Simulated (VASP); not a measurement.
Output of a VASP run:

**OUTCAR**
```
 ion  position               nearest neighbor table
   1  0.000  0.000  0.000-   2 2.84   2 2.84   2 2.84   2 2.84   2 2.84   2 2.84   2 2.84   2 2.84
  LATTYP: Found a simple tetragonal cell.
 ALAT       =     2.8123690224
 C/A-ratio  =     1.4388262347
 Subroutine PRICEL returns:
 Original cell was already a primitive cell.
 Subroutine GETGRP returns: Found 16 space group operations
The static configuration has the point symmetry D_4h.
The dynamic configuration has the point symmetry D_4h.
 Subroutine INISYM returns: Found 16 space group operations
 Subroutine IBZKPT returns following result:
 Found    140 irreducible k-points:

 Following reciprocal coordinates:
            Coordinates               Weight
  0.000000  0.000000  0.000000      1.000000
  0.076923  0.000000  0.000000      4.000000
  0.153846  0.000000  0.000000      4.000000
  0.230769  0.000000  0.000000      4.000000
  0.307692  0.000000  0.000000      4.000000
  0.384615  0.000000  0.000000      4.000000
  0.461538  0.000000  0.000000      4.000000
  0.076923  0.076923  0.000000      4.000000
  0.153846  0.076923  0.000000      8.000000
  0.230769  0.076923  0.000000      8.000000
  0.307692  0.076923  0.000000      8.000000
  0.384615  0.076923  0.000000      8.000000
  0.461538  0.076923  0.000000      8.000000
  0.153846  0.153846  0.000000      4.000000
  0.230769  0.153846  0.000000      8.000000
  0.307692  0.153846  0.000000      8.000000
  0.384615  0.153846  0.000000      8.000000
  0.461538  0.153846  0.000000      8.000000
  0.230769  0.230769  0.000000      4.000000
  0.307692  0.230769  0.000000      8.000000
  0.384615  0.230769  0.000000      8.000000
  0.461538  0.230769  0.000000      8.000000
  0.307692  0.307692  0.000000      4.000000
  0.384615  0.307692  0.000000      8.000000
  0.461538  0.307692  0.000000      8.000000
  0.384615  0.384615  0.000000      4.000000
  0.461538  0.384615  0.000000      8.000000
  0.461538  0.461538  0.000000      4.000000
  0.000000  0.000000  0.111111      2.000000
  0.076923  0.000000  0.111111      8.000000
  0.153846  0.000000  0.111111      8.000000
  0.230769  0.000000  0.111111      8.000000
  0.307692  0.000000  0.111111      8.000000
  0.384615  0.000000  0.111111      8.000000
  0.461538  0.000000  0.111111      8.000000
  0.076923  0.076923  0.111111      8.000000
  0.153846  0.076923  0.111111     16.000000
  0.230769  0.076923  0.111111     16.000000
  0.307692  0.076923  0.111111     16.000000
  0.384615  0.076923  0.111111     16.000000
   k-points           NKPTS =    140   k-points in BZ     NKDIM =    140   number of bands    NBANDS=     11
   number of dos      NEDOS =    301   number of ions     NIONS =      2
   total plane-waves  NPLWV =  17280
   dimension x,y,z NGX =    24 NGY =   24 NGZ =   30
   dimension x,y,z NGXF=    48 NGYF=   48 NGZF=   60
   ions per type =               1   1
   PREC   = accura    normal or accurate (medium, high low for compatibility)
   ISTART =      0    job   : 0-new  1-cont  2-samecut
   ICHARG =      2    charge: 1-file 2-atom 10-const
   ISPIN  =      1    spin polarized calculation?
   LNONCOLLINEAR =      F non collinear calculations
   LSORBIT =      F    spin-orbit coupling
   INIWAV =      1    electr: 0-lowe 1-rand  2-diag
   ENCUT  =  520.0 eV  38.22 Ry    6.18 a.u.   5.23  5.23  7.52*2*pi/ulx,y,z
   NELM   =    100;   NELMIN=  2; NELMDL= -5     # of ELM steps
   EDIFF  = 0.1E-06   stopping-criterion for ELM
   LREAL  =      F    real-space projection
   NLSPLINE    = F    spline interpolate recip. space projectors
   LMAXMIX     =    4 max onsite mixed and CHGCAR
   VOSKOWN=      0    Vosko Wilk Nusair interpolation
   EDIFFG = -.1E-01   stopping-criterion for IOM
   NSW    =     30    number of steps for IOM
   NBLOCK =      1;   KBLOCK =     30    inner block; outer block
   IBRION =      2    ionic relax: 0-MD 1-quasi-New 2-CG
...
```

### OSZICAR
```
       N       E                     dE             d eps       ncg     rms          rms(c)
DAV:   1     0.946778191044E+02    0.94678E+02   -0.75420E+03  3080   0.138E+03
DAV:   2    -0.421683225300E+01   -0.98895E+02   -0.96279E+02  3119   0.336E+02
DAV:   3    -0.100433471280E+02   -0.58265E+01   -0.55722E+01  4865   0.788E+01
DAV:   4    -0.102519928517E+02   -0.20865E+00   -0.20436E+00  3885   0.129E+01
DAV:   5    -0.102616666531E+02   -0.96738E-02   -0.96648E-02  4584   0.248E+00    0.974E+00
DAV:   6    -0.891106311125E+01    0.13506E+01   -0.12169E+01  3859   0.379E+01    0.337E+00
DAV:   7    -0.876199094133E+01    0.14907E+00   -0.12088E+00  3593   0.118E+01    0.193E+00
DAV:   8    -0.875245387976E+01    0.95371E-02   -0.14986E-01  3502   0.436E+00    0.506E-01
DAV:   9    -0.875066192628E+01    0.17920E-02   -0.28384E-02  3674   0.228E+00    0.232E-01
DAV:  10    -0.875073153830E+01   -0.69612E-04   -0.19173E-03  3704   0.500E-01    0.464E-02
DAV:  11    -0.875072681246E+01    0.47258E-05   -0.40649E-04  4156   0.218E-01    0.422E-02
DAV:  12    -0.875072764971E+01   -0.83725E-06   -0.24044E-05  3495   0.523E-02    0.135E-02
DAV:  13    -0.875072682893E+01    0.82078E-06   -0.11495E-06  4318   0.115E-02    0.755E-03
DAV:  14    -0.875072683364E+01   -0.47048E-08   -0.81638E-07  3411   0.121E-02
   1 F= -.87507268E+01 E0= -.87505726E+01  d E =-.875073E+01
       N       E                     dE             d eps       ncg     rms          rms(c)
DAV:   1    -0.875079879110E+01   -0.71962E-04   -0.24843E-03  3200   0.836E-01    0.519E-02
DAV:   2    -0.875075755171E+01    0.41239E-04   -0.13481E-04  3174   0.126E-01    0.250E-02
DAV:   3    -0.875074678106E+01    0.10771E-04   -0.19431E-05  3716   0.585E-02    0.870E-03
DAV:   4    -0.875074564675E+01    0.11343E-05   -0.34093E-06  3769   0.208E-02    0.217E-03
DAV:   5    -0.875074553901E+01    0.10774E-06   -0.41417E-07  3371   0.688E-03    0.572E-04
DAV:   6    -0.875074551969E+01    0.19316E-07   -0.17698E-08  1716   0.162E-03
   2 F= -.87507455E+01 E0= -.87505840E+01  d E =-.186861E-04
```

**OUTCAR**
```
------------------------ aborting loop because EDIFF is reached ----------------------------------------
  FORCE on cell =-STRESS in cart. coord.  units (eV):
  Direction    XX          YY          ZZ          XY          YZ          ZX
  --------------------------------------------------------------------------------------
  Total       -0.0065379     -0.0065379      0.0159198      0.0000000      0.0000000      0.0000000
  in kB       -0.3272819     -0.3272819      0.7969357      0.0000000      0.0000000      0.0000000
  external PRESSURE =       0.0474573 kB  Pullay stress =       0.0000000 kB
  volume of cell :       32.01
      direct lattice vectors                 reciprocal lattice vectors
     2.811497168  0.000000000  0.000000000     0.355682379  0.000000000  0.000000000
     0.000000000  2.811497168 -0.000000000     0.000000000  0.355682379  0.000000000
     0.000000000 -0.000000000  4.049020392     0.000000000  0.000000000  0.246973318
 POSITION                                       TOTAL-FORCE (eV/Angst)
 -----------------------------------------------------------------------------------
      0.00000      0.00000      0.00000         0.000000      0.000000      0.000000
      1.40575      1.40575      2.02451         0.000000     -0.000000      0.000000
 -----------------------------------------------------------------------------------
    total drift:                                0.000000      0.000000      0.000000
  FREE ENERGIE OF THE ION-ELECTRON SYSTEM (eV)
  ---------------------------------------------------
  free  energy   TOTEN  =        -8.7507455197 eV

  energy  without entropy=       -8.7502608193  energy(sigma->0) =       -8.75058395

 reached required accuracy - stopping structural energy minimisation
```
(Selected blocks of OUTCAR.)

### POSCAR
```
TiAl
1
    2.8123690224     0.0000000000     0.0000000000
    0.0000000000     2.8123690224     0.0000000000
    0.0000000000     0.0000000000     4.0465103310
Ti Al
1 1
Direct
  0.0000000000   0.0000000000   0.0000000000
  0.5000000000   0.5000000000   0.5000000000
```

Question: Reconstruct the remaining input files.

Answer: Several could match; the one computed here: the input of the run itself, rev-vdW-DF2, plane waves, VASP's PBE PAW potentials (set 64).

**INCAR**
```
SYSTEM = TiAl
PREC = Accurate
ENCUT = 520
EDIFF = 1E-7
NELM = 100
ALGO = Normal
LREAL = .FALSE.
LASPH = .TRUE.
ISMEAR = 1
SIGMA = 0.1
GGA = MK
PARAM1 = 0.1234568
PARAM2 = 0.7114
ZAB_VDW = -1.8867
LUSE_VDW = .TRUE.
AGGAC = 0.0
LMAXMIX = 4
LWAVE = .FALSE.
LCHARG = .FALSE.
ISIF = 4
IBRION = 2
NSW = 30
EDIFFG = -0.01
```

**KPOINTS**
```
kpoints
0
gamma
13 13 9
0 0 0
```

POTCAR, in this order: Ti_sv Al (PBE.64 set). Program: vasp_std.

The compound is TiAl in the L1_0 structure. This run relaxes it. Symmetry was kept, so distortions that lower it aren't found. The electron count is odd and the run is not spin-polarised, which forces a metal.
